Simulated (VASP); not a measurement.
Energy against volume of PbTe (rock salt). Computed with TPSS meta-GGA, VASP's PBE PAW potentials (set 64) (plane waves; VASP 6.6.1). Numerical set-up: 520 eV cut-off, 7×7×7 Γ-centred mesh, Gaussian smearing of 0.050 eV, potentials Te Pb_d.

```json
[
 {"V (Å³/atom)": "32.921", "E (eV/atom)": "-7.42465"},
 {"V (Å³/atom)": "33.971", "E (eV/atom)": "-7.43834"},
 {"V (Å³/atom)": "35.022", "E (eV/atom)": "-7.44290"},
 {"V (Å³/atom)": "36.073", "E (eV/atom)": "-7.43945"}
]
```

Fit these four points and predict the energy of the run at 37.123 Å³/atom.

A cubic in V^(−2/3), the third-order Birch-Murnaghan form, passes through the four points with V0 = 35.07 Å³/atom and B0 = 40 GPa, and gives -7.4290 eV/atom there. The run gave -7.4293 eV/atom, -0.3 meV/atom from the fit; all five points give B0 = 40 GPa.

The compound is PbTe in the rock salt structure. It was relaxed first.
